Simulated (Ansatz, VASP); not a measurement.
# Cross-check of Ti (Titanium) between VASP and Ansatz, part 2 of 2

Aim: how closely do two programs agree when they are given the same cell, functional and k mesh? The cell is taken from a series of runs on this material, whose earlier steps may have relaxed, scaled, displaced or heated it; both programs get it as it stands.

VASP 6.6.1 and Ansatz 0.2.0.

So far: Starting point; VASP: zone-centre phonons, LDA.

## Step 3: Ansatz: zone-centre phonons, LDA

Level of this step: Ansatz beside VASP: Kohn-Sham DFT, plane waves, LDA (Ansatz).

Ansatz runs on its PAW soft_1 files.

The same cell, functional (in two slightly different forms), mesh and smearing now go to Ansatz, which takes its cutoff from its data sets.

File input.yaml:

```yaml
crystal:
  lattice:
    - [2.806309427, 0.0, 0.0]
    - [-1.4031547135, 2.4303352546, 0.0]
    - [0.0, 0.0, 4.6187068775]
  atoms:
    - { symbol: Ti, position: [0.3333333333, 0.6666666667, 0.25] }
    - { symbol: Ti, position: [0.6666666667, 0.3333333333, 0.75] }
kpoints:
  mp_grid: { grid: [18, 18, 12] }
hamiltonian:
  xc: lda
  pseudopotentials: { kind: paw, azcp: { folder: soft_1 }, xc_functional: pbe }
scf:
  occupations: { method: methfessel_paxton, width: 0.2 }
output:
  eigenvalues: true
phonons:
  method: dfpt
```

Started as:

```
ansatz run input.yaml --threads 4 --pin off --max-ram 10240MiB --backend cpu --events-out ev --progress --plain --runs-dir out
```

Numbers of over 12 decimals in the logs are rounded to 6 here.

Output:

```text
zone centre: on kpoints.mp_grid the ground state, and the responses unless they are solved on pairs of k-points, stand on 637 of the mesh's 3888 k-points, reduced under 4 symmetry operations, with k and −k counted as one. Each operation leaves every solved displacement unchanged or reverses it
Engine: ansatz 0.2.0, x86_64-unknown-linux-gnu
Pseudopotentials: kind: paw
Pseudopotential: Ti, paw, valence charge 12, recommended cutoff 420 eV (normal), soft_1/Ti.paw.azcp
Functional definition: SPW92
  exchange = slater_x
  correlation = pw_c
Crystal: 2 atoms, lattice volume = 31.501 Å³
Basis set: ecut = 420 eV, 615 PW (Γ), exchange–correlation on 40×40×64 points (8 copies of the dense FFT grid, shifted against one another)
Bands: 16, of which v1, the nominal top of the filled ones, is band 12 counted from 1 (11 counted from 0)
Symmetry: 24 space group operations
k-points: 637 of 3888 (irreducible under 4 space group operations, time reversal used)
Non-local potential: Ti, projectors of the file, l = 0: 3, l = 1: 2, l = 2: 3, l = 3: 1
PAW form: soft (Blöchl's): semilocal exchange-correlation on the pseudo side does not see the compensation charge
PAW frozen core: Ti, regenerated for the run's functional, and the local potential with it (the file was generated under x = pbe(κ = 0.804, μ = 0.219515), c = pbe(β = 0.066725))
PAW one-centre angular grid: Ti, 590 points (default); XC on 64 Gauss nodes
Initial density: superposition of atomic densities (chi_scale 0.1, normalization cell)
Initial wavefunctions: pseudopotential atomic-orbital guess
Functional: x = slater, c = lda
SCF iter   1: F=—  HF=-4900.994870 eV  |F-HF|=—  |Δ(HF+E_count)|=         —  Δρ=6.09e-2  dr2=1.14e0  ethr=3.10e-3  ⟨swp⟩=4.4  Hψ=90229  notcnv=0
automatic band count: the SCF goes on with 20 bands, as 16 were too few: they end inside the smearing window of the response
preconditioner: auto → none  [metal: Δε(μ)=0.016 eV  Ē_g=4.892 eV  σ=0.200 eV  W_gap=0.07  n_scr=8 (ndim 8)  ℏωp=18.7 eV  f_vac=0.000  D(μ)=1.58/eV (n_scr^D=22)  sad-step TF]
SCF iter   2: F=—  HF=-4900.725680 eV  |F-HF|=—  |Δ(HF+E_count)|=   2.69e-1  S|Δr|=    0.00e0  Δρ=3.42e-2  dr2=3.79e-1  ethr=3.10e-3  ⟨swp⟩=2.0  Hψ=21411  notcnv=0  defer=926
SCF iter   3: F=—  HF=-4900.598962 eV  |F-HF|=—  |Δ(HF+E_count)|=   1.27e-1  S|Δr|=    0.00e0  Δρ=1.29e-3  dr2=2.98e-4  ethr=1.58e-3  ⟨swp⟩=3.0  Hψ=22606  notcnv=0  defer=926
SCF iter   4: F=—  HF=-4900.598990 eV  |F-HF|=—  |Δ(HF+E_count)|=   2.86e-5  S|Δr|=    0.00e0  Δρ=1.13e-4  dr2=2.79e-6  ethr=1.24e-6  ⟨swp⟩=2.8  Hψ=21535  notcnv=0  defer=895
SCF iter   5: F=—  HF=-4900.598994 eV  |F-HF|=—  |Δ(HF+E_count)|=   3.89e-6  S|Δr|=    0.00e0  Δρ=5.30e-5  dr2=6.09e-7  ethr=1.16e-8  ⟨swp⟩=2.0  Hψ=20297  notcnv=0  defer=895
SCF iter   6: F=—  HF=-4900.598994 eV  |F-HF|=—  |Δ(HF+E_count)|=   1.25e-7  S|Δr|=    0.00e0  Δρ=1.01e-5  dr2=1.69e-8  ethr=2.54e-9  ⟨swp⟩=2.9  Hψ=19471  notcnv=0  defer=895
SCF iter   7: F=—  HF=-4900.598994 eV  |F-HF|=—  |Δ(HF+E_count)|=   7.68e-9  S|Δr|=    0.00e0  Δρ=8.70e-7  dr2=9.49e-11  ethr=7.04e-11  ⟨swp⟩=2.9  Hψ=19799  notcnv=0  defer=895
SCF iter   8: F=-4900.598994 eV  HF=-4900.598994 eV  |F-HF|=9.09e-13  |Δ(HF+E_count)|=  6.64e-11  S|Δr|=    0.00e0  Δρ=3.41e-8  dr2=2.43e-13  ethr=1.00e-12  ⟨swp⟩=8.6  Hψ=50027  notcnv=0
SCF 1 converged in 8 iterations: F = -4900.598994 eV  dr2 = 2.43e-13
  greatest PAW one-centre occupation: 0.998 electrons in one spin orbital (limit 2), on the Ti atom at site 1 (counted from 0), in its partial waves of l = 0
DFPT response loops at Γ: preconditioner auto → Kerker (q_TF=auto, 2.607 Å⁻¹) (partly filled bands, converged f_vac=0.000); β = 1.00, the filter's whole step (`scf.mixing.beta` (0.50) is not read by the response loops under this deck's `scf.mixing.preconditioner`; to damp them name `kerker` or `kerker_dos`, under which they read `scf.mixing.beta`, and type it under 1.00, their step now; both keys bind the ground state too); Broyden in place of MSR1
SCF converged after 8 iterations
Stability not checked: this state was not tested for a lower state beside it, because cold or Methfessel-Paxton smearing, or corrected tetrahedra, fill the levels in a way that the test cannot read (fill_not_monotonic; see scf.lower_state_search)
Free energy (F): -4900.598994 eV
Harris-Foulkes:  -4900.598994 eV  (|F-HF|=9.09e-13)
Internal energy: -4900.602401 eV  (E = F + TS)
E sigma→0 (E₀):  -4900.599846 eV
Entropy (-TS):   0.003407 eV (1.703 meV/atom)
Fermi energy:    14.560002 eV
--- Per-component energies (eV) ---
  E_band       = -278.481820
  E_kinetic    = 567.205926
  E_local      = -1646.199820  (includes V_loc(G=0)·N_el)
  E_nonlocal   = 130.520161
  E_hartree    = 656.784727
  E_xc         = -231.682167
  E_vxc        = -291.947786  (∫ρ·V_xc dr)
  E_paw        = -1988.767768  (= ΣΔE_a)
  E_vpaw       = -351.629626  (= ΣTr[D̂ρ^β])
  E_aug_tail   = -0.000150  (compensation charges beyond the density's cutoff)
  E_ewald      = -2389.115210
  E_core_change = 0.651901  (= ΣΔE_core)
  E_smearing   = 0.003407  (= −TS)
  E_closure    = -0.000000  (closes the sum)
  Σ components = -4900.598994   (vs F -4900.598994, Δ=0.00e0)
--- Band table (eV; the first three rows and the last of 637) ---
  k-point 0: bands = [... 8 lower, 8.2624, 11.6356, 15.2358, 15.3546, 15.4100, 15.4100, 15.9137, 15.9137, ... 4 higher]
  k-point 1: bands = [... 8 lower, 8.3236, 11.6137, 15.2030, 15.2461, 15.3880, 15.3880, 15.8843, 15.8843, ... 4 higher]
  k-point 2: bands = [... 8 lower, 8.5043, 11.5343, 14.9788, 15.1086, 15.3400, 15.3400, 15.8037, 15.8037, ... 4 higher]
  k-point 636: bands = [... 8 lower, 12.4172, 12.4172, 13.9424, 13.9424, 14.5217, 14.5217, 16.2608, 16.2608, ... 4 higher]
--- Phonons (Γ-DFPT): 2 representative perturbations + reference, on 637 of 3888 k-points (Σ response iterations 6) ---
  k mesh reduced under 4 symmetry operations, with k and −k counted as one. Each operation leaves every solved displacement unchanged or reverses it
  ASR residual: 1.768e-5 → 0.000e0 eV/Å²; symmetrization residual: 3.569e-13 eV/Å²
  ASR residual per site (eV/Å²): 1.77e-5 1.77e-5
  Γ frequencies (cm⁻¹): 0.00 0.00 0.00 105.01 105.01 214.05
  non-analytic LO–TO correction: not included (Born effective charges unavailable; polar crystals: no LO–TO splitting at Γ)
```

In the SCF lines HF is the Harris–Foulkes energy and dr2 the Hartree energy of the density residual, in eV; the loop may stop once dr2 is under the threshold and the program's other checks hold. Hψ counts applications of the Hamiltonian.

## Step 4: Differences

Known differences besides the potentials themselves: the two LDA forms differ slightly; the cutoff is 420 eV in Ansatz and 500 eV in VASP; VASP's log shows a relativistic correction to its local exchange, Ansatz's none. Total energies have different zeros and are not compared.

Compared:

```csv
quantity,Ansatz,VASP,difference
optical mode 1 to 2 (cm⁻¹),105.0,104.4,+0.60 %
optical mode 3 (cm⁻¹),214.1,215.0,-0.45 %
```

Modes are paired by rising frequency, not by their patterns, so a pair may set unlike modes beside each other; they are those without the splitting of longitudinal modes.

## Step 5: Results

- r.m.s. difference of the optical zone-centre modes, each program's sorted by frequency (zone-centre phonons, LDA): 0.75 cm⁻¹
- difference in optical mode 1 to 2 (zone-centre phonons, LDA): +0.6 %

The r.m.s. difference of the optical zone-centre modes, each program's sorted by frequency is 0.75 cm⁻¹ (zone-centre phonons, LDA). Among the rows given in per cent, the largest difference of the zone-centre phonons, LDA pair is in optical mode 1 to 2, +0.6 %. How closely two codes agree says nothing of how well the functional describes the real material.

[Lines on the potential files, build, host, timing and source positions are cut from VASP's logs without a mark.]

[Logs are printed without paths, hosts, clocks, repeated set-up lines and the standing remarks that a program may print on its own settings, such as how far it seeks lower states.]

[Hosts, paths, dates, database ids (printed as entryN), source tags and the programs' standing remarks are cut or masked in the printed files.]
